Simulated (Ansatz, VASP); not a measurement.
# BaAs in two plane-wave programs, part 2 of 2

Wanted: the spread between two codes on one cell, functional and k mesh. The cell is invented: other elements were put on sites of a known structure type. It may not be a known or stable phase. The cell is taken from a series of VASP runs on this material, whose earlier steps may have relaxed, scaled or displaced it; both programs get it as it stands.

VASP 6.6.1 and Ansatz 0.2.0.

So far. Step 5 (Ansatz: single point, PBE): The run ends at a pressure of -0.70 GPa.

## Step 6: VASP: single point, PBE

Level of this step: PBE; plane waves and PAW (Ba_sv, As); invented cell (VASP).

The same cell, functional, mesh and smearing now go to VASP, with its own data sets and cutoff.

Contents of INCAR:

```
SYSTEM = BaAs
PREC = Accurate
ENCUT = 400
EDIFF = 1E-06
NELM = 100
ISMEAR = -5
SIGMA = 0.05
LREAL = .FALSE.
ALGO = Normal
GGA = PE
LORBIT = 11
LWAVE = .FALSE.
LCHARG = .FALSE.
NEDOS = 2001
```

Contents of POSCAR:

```
BaAs
1.0
    4.0445829706      0.0000000000      0.0000000000
    0.0000000000      4.0445829706      0.0000000000
    0.0000000000      0.0000000000      4.0445829706
Ba As
1 1
Direct
    0.0000000000      0.0000000000      0.0000000000
    0.5000000000      0.5000000000      0.5000000000
```

Contents of KPOINTS:

```
Automatic mesh
0
Gamma
7 7 7
0 0 0
```

Potentials, in the order of the species: Ba_sv and As (PBE family, release 64).

Launch:

```bash
> mpirun -np 1 vasp_std
```

Numbers of over 12 decimals in the logs are rounded to 6 here.

What it wrote:

```text
[... set-up lines as in an earlier step ...]
 entering main loop
       N       E                     dE             d eps       ncg     rms          rms(c)
DAV:   1     0.671167487817E+02    0.67117E+02   -0.53146E+03   440   0.904E+02
DAV:   2    -0.458187809799E+01   -0.71699E+02   -0.68581E+02   552   0.173E+02
DAV:   3    -0.812548503476E+01   -0.35436E+01   -0.35137E+01   571   0.415E+01
DAV:   4    -0.819892889741E+01   -0.73444E-01   -0.73822E-01   531   0.611E+00
[...]
DAV:  10    -0.813764987788E+01   -0.37169E-04   -0.32908E-05   543   0.490E-02    0.178E-02
DAV:  11    -0.813764578379E+01    0.40941E-05   -0.11563E-05   610   0.198E-02    0.656E-03
DAV:  12    -0.813764674713E+01   -0.96334E-06   -0.75129E-07   343   0.783E-03
   1 F= -.81376467E+01 E0= -.81376467E+01  d E =0.000000E+00
 -----------------------------------------------------------------------------
|                                                                             |
|           W    W    AA    RRRRR   N    N  II  N    N   GGGG   !!!           |
|           W    W   A  A   R    R  NN   N  II  NN   N  G    G  !!!           |
|           W    W  A    A  R    R  N N  N  II  N N  N  G       !!!           |
|           W WW W  AAAAAA  RRRRR   N  N N  II  N  N N  G  GGG   !            |
|           WW  WW  A    A  R   R   N   NN  II  N   NN  G    G                |
|           W    W  A    A  R    R  N    N  II  N    N   GGGG   !!!           |
|                                                                             |
|     Tetrahedron method does not include variations of the Fermi             |
|     occupations, so forces and stress will be inaccurate. We suggest        |
|     using a different smearing scheme ISMEAR = 1 or 2 for metals in         |
|     relaxations.                                                            |
|                                                                             |
 -----------------------------------------------------------------------------
```

From OUTCAR (step 6):

```text
  Total       -0.0719174     -0.0719174     -0.0719174      0.0000000      0.0000000     -0.0000000
  in kB       -1.7414994     -1.7414994     -1.7414994      0.0000000      0.0000000     -0.0000000
  external PRESSURE =      -1.7414994 kB  Pullay stress =       0.0000000 kB

  FREE ENERGIE OF THE ION-ELECTRON SYSTEM (eV)
  ---------------------------------------------------
  free  energy   TOTEN  =        -8.1376467471 eV

  energy  without entropy=       -8.1376467471  energy(sigma->0) =       -8.13764675

[... 2 parts as in an earlier step ...]

[... 2 further parts left out ...]
[key lines of the parts left out:]
E-fermi :   2.7165
```

With tetrahedra the forces and stress of a metal are not exact derivatives of the energy.

## Step 7: Differences

Both answers:

```tsv
quantity	Ansatz	VASP	difference
pressure (GPa)	-0.70	-0.17	-0.52
```

## Step 8: Ansatz: band structure, r2SCAN

A single point gives forces, pressure and levels at one fixed geometry, so differences don't come from the geometry; what else differs is listed under the comparison.

The cell is taken from a series of VASP runs on this material, whose earlier steps may have relaxed, scaled or displaced it; both programs get it as it stands.

Contents of input.yaml:

```yaml
crystal:
  lattice:
    - [4.0445829706, 0.0, 0.0]
    - [0.0, 4.0445829706, 0.0]
    - [0.0, 0.0, 4.0445829706]
  atoms:
    - { symbol: Ba, position: [0.0, 0.0, 0.0] }
    - { symbol: As, position: [0.5, 0.5, 0.5] }
hamiltonian:
  xc: r2scan
  pseudopotentials: { kind: paw }
kpoints:
  mp_grid: { grid: [5, 5, 5] }
  band_path:
    path:
      - [0.0, 0.0, 0.0]
      - [0.0, 0.1, 0.0]
      - [0.0, 0.2, 0.0]
      - [0.0, 0.3, 0.0]
      - [0.0, 0.43333, 0.0]
      - [0.0, 0.5, 0.0]
      - [0.1, 0.5, 0.0]
      - [0.2, 0.5, 0.0]
      - [0.33333, 0.5, 0.0]
      - [0.43333, 0.5, 0.0]
      - [0.5, 0.5, 0.0]
      - [0.36667, 0.36667, 0.0]
      - [0.26667, 0.26667, 0.0]
      - [0.16667, 0.16667, 0.0]
      - [0.06667, 0.06667, 0.0]
      - [0.03333, 0.03333, 0.03333]
      - [0.13333, 0.13333, 0.13333]
      - [0.23333, 0.23333, 0.23333]
      - [0.33333, 0.33333, 0.33333]
      - [0.46667, 0.46667, 0.46667]
      - [0.46667, 0.5, 0.46667]
      - [0.36667, 0.5, 0.36667]
      - [0.23333, 0.5, 0.23333]
      - [0.13333, 0.5, 0.13333]
      - [0.03333, 0.5, 0.03333]
      - [0.5, 0.5, 0.03333]
      - [0.5, 0.5, 0.16667]
      - [0.5, 0.5, 0.26667]
      - [0.5, 0.5, 0.36667]
      - [0.5, 0.5, 0.5]
    npoints: 1
scf:
  occupations: { method: fermi_dirac, width: 0.05 }
  n_extra_bands: 7
output:
  forces: true
  stress: true
  eigenvalues: true
```

Launch:

```bash
> ansatz run input.yaml --threads 2 --pin off --max-ram 4608MiB --backend cpu --events-out ev --progress --plain --runs-dir out
```

What it wrote:

```text
[...]
Crystal: 2 atoms, lattice volume = 66.164 Å³
Basis set: ecut = 500 eV, 1743 PW (Γ), exchange–correlation on 120×120×120 points (64 copies of the dense FFT grid, shifted against one another)
Bands: 20, of which v1, the nominal top of the filled ones, is band 13 counted from 1 (12 counted from 0)
Symmetry: 48 space group operations
[...]
k-points: 10 of 125
[...]
k-point 0: bands = [... 9 lower, -1.9305, 8.8290, 8.8290, 8.8290, 9.6081, 9.6081, 12.2594, 14.2083, ... 3 higher]
  k-point 1: bands = [... 9 lower, -1.5646, 7.1656, 8.5956, 8.5956, 9.8643, 10.9831, 13.6380, 14.3058, ... 3 higher]
  k-point 2: bands = [... 9 lower, -1.0094, 5.6563, 8.2323, 8.2323, 10.4385, 13.4752, 13.8183, 14.6875, ... 3 higher]
  k-point 9: bands = [... 9 lower, -0.9302, 6.0050, 6.0050, 6.4063, 13.1467, 13.6803, 13.6803, 15.7912, ... 3 higher]
[key lines of the parts left out:]
SCF converged after 6 iterations
Free energy (F): -10831.079090 eV
Fermi energy:    8.333052 eV
P = ⅓ Tr σ = -0.8478 GPa (-8.478 kbar)
```

The job ended after 2.5 s (2 threads of Intel Xeon 6975P-C (Granite Rapids), shared host; peak memory 0.47 GiB).

## Step 9: VASP: band structure, r2SCAN

The same cell, functional, mesh and smearing now go to VASP, with its own data sets and cutoff.

Contents of INCAR:

```
SYSTEM = BaAs
PREC = Accurate
ENCUT = 400
EDIFF = 1E-06
NELM = 100
ISMEAR = -1
SIGMA = 0.05
LREAL = .FALSE.
ALGO = Normal
METAGGA = R2SCAN
LASPH = .TRUE.
LORBIT = 11
LWAVE = .FALSE.
LCHARG = .FALSE.
```

POSCAR is that of step 6.

Contents of KPOINTS:

```
Automatic mesh
0
Gamma
5 5 5
0 0 0
```

Contents of KPOINTS_OPT:

```
Line mode
16
Line-mode
Reciprocal
  0.00000000   0.00000000   0.00000000 GAMMA
  0.00000000   0.50000000   0.00000000 X

  0.00000000   0.50000000   0.00000000 X
  0.50000000   0.50000000   0.00000000 M

  0.50000000   0.50000000   0.00000000 M
  0.00000000   0.00000000   0.00000000 GAMMA

  0.00000000   0.00000000   0.00000000 GAMMA
  0.50000000   0.50000000   0.50000000 R

  0.50000000   0.50000000   0.50000000 R
  0.00000000   0.50000000   0.00000000 X

  0.50000000   0.50000000   0.00000000 M
  0.50000000   0.50000000   0.50000000 R
```

Launch:

```bash
> mpirun -np 1 vasp_std
```

What it wrote:

```text
[banner, memory and clock lines left out]
running    1 mpi-ranks, on    1 nodes
[...]
|                                                                             |
|               ----> ADVICE to this user running VASP <----                  |
|                                                                             |
|     You enforced a specific xc type in the INCAR file but a different       |
|     [... a line on the potential file left out ...]
|     I HOPE YOU KNOW WHAT YOU ARE DOING!                                     |
|                                                                             |

 LDA part: xc-table for (None), standard interpolation
 POSCAR, INCAR and KPOINTS ok, starting setup
[...]
entering main loop
       N       E                     dE             d eps       ncg     rms          rms(c)
DAV:   1     0.321911576228E+02    0.32191E+02   -0.55255E+03   220   0.942E+02
DAV:   2    -0.421446782443E+02   -0.74336E+02   -0.70855E+02   264   0.180E+02
[...]
DAV:  11    -0.431096561247E+02   -0.46562E-04   -0.15773E-04   274   0.973E-02    0.129E-02
DAV:  12    -0.431096585735E+02   -0.24488E-05   -0.67282E-06   274   0.230E-02    0.317E-03
DAV:  13    -0.431096589252E+02   -0.35171E-06   -0.10442E-06   160   0.873E-03
   1 F= -.43109659E+02 E0= -.43104226E+02  d E =-.108654E-01
 Start KPOINTS_OPT (optional k-point list driver)
k-point batch [1-10\96]
       N       E                     dE             ncg
DAV:   1    -0.364799184876E+03   -0.11262E+04      220
DAV:   2    -0.114344994952E+04   -0.77865E+03      267
DAV:   3    -0.118424749639E+04   -0.40798E+02      283
DAV:   4    -0.118503692180E+04   -0.78943E+00      303
DAV:   5    -0.118505275339E+04   -0.15832E-01      319
DAV:   6    -0.118505282322E+04   -0.69833E-04      303
DAV:   7    -0.118505282399E+04   -0.76932E-06      265
[...]
k-point batch [91-96\96]
       N       E                     dE             ncg
DAV:   1     0.138734047013E+04   -0.32906E+04      132
DAV:   2     0.104073313905E+04   -0.34661E+03      181
DAV:   3     0.102930942198E+04   -0.11424E+02      184
DAV:   4     0.102911512170E+04   -0.19430E+00      182
DAV:   5     0.102911382148E+04   -0.13002E-02      184
DAV:   6     0.102911381225E+04   -0.92344E-05      191
DAV:   7     0.102911381221E+04   -0.38930E-07      117
```

Parts of OUTCAR (step 9):

```text
  Total       -0.1343508     -0.1343508     -0.1343508     -0.0000000     -0.0000000     -0.0000000
  in kB       -3.2533410     -3.2533410     -3.2533410     -0.0000000     -0.0000000     -0.0000000
  external PRESSURE =      -3.2533410 kB  Pullay stress =       0.0000000 kB

  FREE ENERGIE OF THE ION-ELECTRON SYSTEM (eV)
  ---------------------------------------------------
  free  energy   TOTEN  =       -43.1096589252 eV

  energy  without entropy=      -43.0987934998  energy(sigma->0) =      -43.10422621

[... 3 parts as in an earlier step ...]

[... 1 further part left out ...]
[key lines of the parts left out:]
E-fermi :   2.6569
```

The run ends at a pressure of -0.33 GPa.

## Step 10: Differences

What differs besides the data sets and the points named for the pairs above, as far as they apply: VASP keeps PBE cores, Ansatz makes them for the functional; the cutoff is 500 eV in Ansatz and 400 eV in VASP. Total energies have different zeros and are not compared.

Compared:

```tsv
quantity	Ansatz	VASP	difference
pressure (GPa)	-0.85	-0.33	-0.52
```

Levels from 3 eV below to 2 eV above the Fermi level differ by 24 meV r.m.s. and 81 meV at most; each VASP level is matched to the nearest of Ansatz, which flatters the figure a little.

## Step 11: What came out

```
r.m.s. difference of levels near the Fermi level (band structure, PBE)    : 27 meV
difference in pressure (band structure, PBE)                              : -0.55 GPa
difference in pressure (single point, PBE)                                : -0.52 GPa
r.m.s. difference of levels near the Fermi level (band structure, r2SCAN) : 24 meV
difference in pressure (band structure, r2SCAN)                           : -0.52 GPa
```

In words: The difference in pressure is -0.55 GPa (band structure, PBE), within the 1 GPa picked in this series as the mark of a large difference. Such differences can come from data sets, numerical settings and the points named under the comparisons, not from the functional's error against experiment.

[Lines on the potential files, build, host, timing and source positions are cut from VASP's logs without a mark.]

[Logs are printed without paths, hosts, clocks, repeated set-up lines and the standing remarks that a program may print on its own settings, such as how far it seeks lower states.]

[Hosts, paths, dates, database ids (printed as entryN), source tags and the programs' standing remarks are cut or masked in the printed files.]
